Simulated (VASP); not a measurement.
An input for Quantum ESPRESSO's pw.x (written as the equivalent of a VASP run, and not itself run):

```
&CONTROL
  calculation = 'vc-relax'
  pseudo_dir = './pseudo'
  outdir = './out'
  tprnfor = .true.
  tstress = .true.
  nstep = 60
  forc_conv_thr = 0.00039
/
&SYSTEM
  ibrav = 0
  nat = 2
  ntyp = 1
  ecutwfc = 36
  occupations = 'smearing'
  smearing = 'gaussian'
  degauss = 0.003675
  input_dft = 'vdw-df-ob86'
/
&ELECTRONS
  conv_thr = 7.3e-08
  electron_maxstep = 100
/
&IONS
/
&CELL
/
ATOMIC_SPECIES
  Si 28.085 Si.upf
CELL_PARAMETERS angstrom
     0.0000000    2.7155000    2.7155000
     2.7155000    0.0000000    2.7155000
     2.7155000    2.7155000    0.0000000
ATOMIC_POSITIONS crystal
  Si   0.0000000  0.0000000  0.0000000
  Si   0.2500000  0.2500000  0.2500000
K_POINTS automatic
  8 8 8 0 0 0
```

Problem. Write the VASP files for the same calculation (optB86b-vdW).

Solution. This is not unique; one that fits is 
KPOINTS:
```
Automatic mesh
0
Gamma
8 8 8
0 0 0
```

File POSCAR:
```
Si
1.0
  0.0000000000   2.7155000000   2.7155000000
  2.7155000000   0.0000000000   2.7155000000
  2.7155000000   2.7155000000   0.0000000000
Si
2
Cart
  0.0000000000   0.0000000000   0.0000000000
  1.3577500000   1.3577500000   1.3577500000
```

**INCAR**
```
SYSTEM = Si
PREC = Accurate
ENCUT = 520
EDIFF = 1E-6
NELM = 100
ALGO = Normal
LREAL = .FALSE.
LASPH = .TRUE.
ISMEAR = 0
SIGMA = 0.05
GGA = MK
PARAM1 = 0.1234
PARAM2 = 1.0
LUSE_VDW = .TRUE.
AGGAC = 0.0
LWAVE = .FALSE.
LCHARG = .FALSE.
IBRION = 2
ISIF = 3
NSW = 60
EDIFFG = -0.01
```

POTCAR, in this order: Si (PBE.64 set). Program: vasp_std.

What does not carry over: the potentials are each code's own (VASP's PAW set, PseudoDojo norm-conserving files in pw.x), so ENCUT and ecutwfc are chosen apart and not converted; conv_thr bounds pw.x's estimated SCF error, while EDIFF bounds the energy change between steps; forc_conv_thr acts on force components and is met together with etot_conv_thr.

The compound is Si in the diamond structure. This run relaxes it. Symmetry was kept, so distortions that lower it aren't found.
